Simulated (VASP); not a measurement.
Consider the following.

```
CELL_PARAMETERS angstrom
      0.00000     3.08509     3.08509
      3.08509     0.00000     3.08509
      3.08509     3.08509     0.00000
ATOMIC_POSITIONS crystal
  In 0.00000 0.00000 0.00000
  As 0.25000 0.25000 0.25000
```

Level of theory: r2SCAN meta-GGA, VASP's PBE PAW potentials (set 64) (plane waves; VASP 6.6.1). Numerical set-up: 520 eV cut-off, 8×8×8 Γ-centred mesh, Gaussian smearing of 0.050 eV, potentials In_d As.

Unless said otherwise, spin-orbit coupling is left out, though it shifts the bands of the heavy elements here.

Problem. Predict the energy per atom (σ→0), pressure, band gap (on the k-mesh) with the smallest direct gap where there is one.

Solution. 
- band gap (on the k-mesh): none (metal, semimetal or under 0.01 eV)
- energy per atom (σ→0): -19.025 eV/atom
- pressure: -1.58 GPa

The absolute energy has meaning only against runs of the same code, potentials and settings.

The compound is InAs in the zinc blende structure. This cell is one point of a volume scan, at 1.03 of the reference volume.
